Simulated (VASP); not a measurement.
A run of VASP 6.6.1 is set up as follows.

INCAR

```
SYSTEM = SrB3Pt
PREC     = Accurate       ! precision mode
ENCUT    = 600            ! plane-wave cutoff, eV
EDIFF    = 1E-6           ! SCF threshold, eV
ISMEAR   = -1             ! smearing method
SIGMA    = 0.05           ! smearing width, eV
LREAL    = .FALSE.        ! projectors in reciprocal space
LASPH    = .TRUE.         ! aspherical terms in the spheres
NELM     = 60             ! most SCF steps
ALGO     = Normal         ! electronic algorithm
ISIF     = 3              ! what is computed and relaxed
LWAVE    = .FALSE.        ! write WAVECAR
LCHARG   = .FALSE.        ! write CHGCAR
GGA      = PE             ! functional
IBRION   = 2              ! ionic algorithm
NSW      = 60             ! ionic steps
EDIFFG   = -0.01          ! ionic threshold
ISYM     = 0            
PSTRESS  = 500
```

File KPOINTS:

```
Automatic mesh
0
G
  5 5 5
  0 0 0
```

File POSCAR:

```
SrB3Pt
1.0
    4.5405600000      0.0000000000      0.0000000000
    0.0000000000      4.5405600000      0.0000000000
    0.0000000000      0.0000000000      4.5405600000
Sr B Pt
1 3 1
Direct
    0.0000000000      0.0000000000      0.0000000000
    0.5000000000      0.0000000000      0.0000000000
    0.0000000000      0.5000000000      0.0000000000
    0.0000000000      0.0000000000      0.5000000000
    0.5000000000      0.5000000000      0.5000000000
```

Potentials or basis: VASP PAW PBE potentials, release 64 (Sr_sv, B, Pt).

The run is started by

```bash
$ cat potpaw_PBE.64/Sr_sv/POTCAR potpaw_PBE.64/B/POTCAR potpaw_PBE.64/Pt/POTCAR > POTCAR
$ mpirun -np 1 vasp_std > vasp.out
```

**Question.** Predict the band gap on the k mesh.

**Answer.** None (metal or under the smearing width).

**Question.** Estimate the relaxed cell.

**Answer.** a = 3.740 Å, b = 3.740 Å, c = 3.740 Å, α = 90.00°, β = 90.00°, γ = 90.00°.

**Question.** Estimate the space group after relaxing (to 0.05 Å).

**Answer.** Pm-3m (No. 221).

**Question.** What does it give for the relaxed volume?

**Answer.** 10.46 Å³/atom.

Final structure:
```
Sr B Pt
1.0
     3.74019    0.00000    0.00000
     0.00000    3.74019    0.00000
     0.00000    0.00000    3.74018
Sr B Pt
1 3 1
Direct
  0.00000 0.00000 0.00000
  0.50000 0.00000 0.00000
  0.00000 0.50000 0.00000
  0.00000 0.00000 0.50000
  0.50000 0.50000 0.50000
```

Caveat: the cell is relaxed towards a set pressure, so the enthalpy falls and the energy may rise; the volume moved by over 15 % at a fixed basis, so the end points are rough. The run has no spin-orbit coupling, so splittings on Pt are missing.
